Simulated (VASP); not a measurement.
Calculation: PBEsol GGA, VASP's PBE PAW potentials (set 64) (plane waves; VASP).

Input for VASP

INCAR:
```
ENCUT  =  480   # plane-wave cut-off (eV)
PREC  =  Accurate
ISMEAR  =  1
LCHARG  =  .FALSE.
SIGMA  =  0.1   # width (eV)
NELM  =  100
GGA  =  PS   # PBEsol
ISIF  =  2   # forces and stress, cell fixed
LREAL  =  .FALSE.   # projection in real space or not
EDIFF  =  1E-7   # SCF stop (eV)
LWAVE  =  .FALSE.
SYSTEM  =  EuGe2
LMAXMIX  =  6   # l cut-off of mixed one-centre charges
LASPH  =  .TRUE.
ALGO  =  Normal   # blocked Davidson
```

File POSCAR:
```
EuGe2
1
    4.3813782393     0.0000000000     0.0000000000
   -2.1906891197     3.7943846481     0.0000000000
    0.0000000000     0.0000000000     4.0670513003
Eu Ge
1 2
Direct
  0.0000000000   1.0000000000   0.0000000000
  0.6666670000   0.3333330000   0.5190399076
  0.3333330000   0.6666670000   0.4809600924
```

KPOINTS:
```
Automatic mesh
0
Gamma
8 8 8
0 0 0
```

POTCAR, in this order: Eu_2 Ge_d (PBE.64 set). Program: vasp_std.

Output of the run:

### OSZICAR
```
       N       E                     dE             d eps       ncg     rms          rms(c)
DAV:   1     0.263064173745E+03    0.26306E+03   -0.17181E+04  3016   0.340E+03
DAV:   2     0.245512337152E+02   -0.23851E+03   -0.23589E+03  3500   0.669E+02
DAV:   3    -0.125913128270E+02   -0.37143E+02   -0.36702E+02  4162   0.177E+02
DAV:   4    -0.140036911068E+02   -0.14124E+01   -0.13829E+01  3582   0.369E+01
DAV:   5    -0.140601825517E+02   -0.56491E-01   -0.56508E-01  4236   0.849E+00    0.138E+01
DAV:   6    -0.140324044101E+02    0.27778E-01   -0.65110E-02  4352   0.436E+00    0.816E+00
DAV:   7    -0.140276736201E+02    0.47308E-02   -0.49607E-02  4518   0.317E+00    0.309E-01
DAV:   8    -0.140269141164E+02    0.75950E-03   -0.64576E-03  3384   0.143E+00    0.944E-02
DAV:   9    -0.140269119658E+02    0.21506E-05   -0.76815E-04  4612   0.299E-01    0.273E-02
DAV:  10    -0.140269107180E+02    0.12478E-05   -0.31780E-05  3352   0.611E-02    0.131E-02
DAV:  11    -0.140269108097E+02   -0.91790E-07   -0.46912E-06  4254   0.208E-02    0.672E-03
DAV:  12    -0.140269107873E+02    0.22460E-07   -0.86687E-07  3120   0.655E-03
   1 F= -.14026911E+02 E0= -.14026750E+02  d E =-.481163E-03
```

**OUTCAR**
```
------------------------ aborting loop because EDIFF is reached ----------------------------------------
  FORCE on cell =-STRESS in cart. coord.  units (eV):
  Direction    XX          YY          ZZ          XY          YZ          ZX
  --------------------------------------------------------------------------------------
  Total       -1.1613558     -1.1613557     -0.2594386      0.0000000     -0.0000000     -0.0000000
  in kB      -27.5197283    -27.5197252     -6.1477104      0.0000000     -0.0000000     -0.0000000
  external PRESSURE =     -20.3957213 kB  Pullay stress =       0.0000000 kB
  volume of cell :       67.61
      direct lattice vectors                 reciprocal lattice vectors
     4.381378239  0.000000000  0.000000000     0.228238683  0.131773673  0.000000000
    -2.190689120  3.794384648  0.000000000     0.000000000  0.263547345  0.000000000
     0.000000000  0.000000000  4.067051300     0.000000000  0.000000000  0.245878384
 POSITION                                       TOTAL-FORCE (eV/Angst)
 -----------------------------------------------------------------------------------
      0.00000      0.00000      0.00000        -0.000000      0.000000     -0.000000
      2.19069      1.26479      2.11096        -0.000000      0.000000     -0.053628
     -0.00000      2.52959      1.95609         0.000000     -0.000000      0.053628
 -----------------------------------------------------------------------------------
    total drift:                                0.000000      0.000000      0.000000
  FREE ENERGIE OF THE ION-ELECTRON SYSTEM (eV)
  ---------------------------------------------------
  free  energy   TOTEN  =       -14.0269107873 eV

  energy  without entropy=      -14.0264296242  energy(sigma->0) =      -14.02675040
```
(Selected blocks of OUTCAR.)

The 4f electrons are frozen in the core of the lanthanide potential, so 4f levels, which can set the real gap, and their magnetism are missing.

The structure comes from a computed database's EuGe2 entry (P-3m1); how it stands against other phases isn't given here. This cell was strained or had an atom moved on purpose.
